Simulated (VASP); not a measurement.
Set up this calculation in VASP 6.6.1, as the native input.

```
Task                   : relaxation of cell and atoms
Functional             : PBE
Potentials or basis    : VASP PAW PBE potentials, release 64 (W_sv)
Cutoff                 : 600 eV
k mesh                 : 16 × 16 × 16
Occupations            : methfessel-paxton, width 0.1 eV
Spin                   : no spin polarisation
Further INCAR settings : ALGO = Normal; EDIFF = 1e-06; IBRION = 2; EDIFFG = -0.01; NSW = 90; ISIF = 3
```

The structure of W lies in POSCAR:

```
W
1.0
   -1.5823450000      1.5823450000      1.5823450000
    1.5823450000     -1.5823450000      1.5823450000
    1.5823450000      1.5823450000     -1.5823450000
W
1
Direct
    0.0000000000      0.0000000000      0.0000000000
```

The input as run:

INCAR

```
SYSTEM = W
  PREC = Accurate
  ENCUT = 600
  EDIFF = 1E-6
  ISMEAR = 1
  SIGMA = 0.1
  LREAL = .False.
  LASPH = .True.
  NELM = 80
  ALGO = Normal
  ISIF = 3
  LWAVE = .False.
  LCHARG = .False.
  GGA = PE
  IBRION = 2
  NSW = 90
  EDIFFG = -0.01
```

KPOINTS

```
regular mesh
0
Gamma
  16 16 16
  0 0 0
```

Potentials or basis: VASP PAW PBE potentials, release 64 (W_sv).

The run is started by

```sh
$ cat potpaw_PBE.64/W_sv/POTCAR > POTCAR
$ mpirun -np 1 vasp_std > vasp.out
```

Results of the run:

- Relaxed volume: 16.15 Å³/atom
- Relaxed cell: a = 2.758 Å, b = 2.758 Å, c = 2.758 Å, α = 109.47°, β = 109.47°, γ = 109.47°
- Space group after relaxing (to 0.05 Å): Im-3m (No. 229)
- Energy gained by relaxing: 5.4 meV/atom
- Ionic steps: 4
- Pressure after relaxing: 0.0 GPa
- Band gap on the k mesh: none (metal or under the smearing width)

Run time: 26 s on 1 thread of Intel(R) Xeon(R) 6975P-C (Granite Rapids) (shared host), peak memory 0.17 GiB.
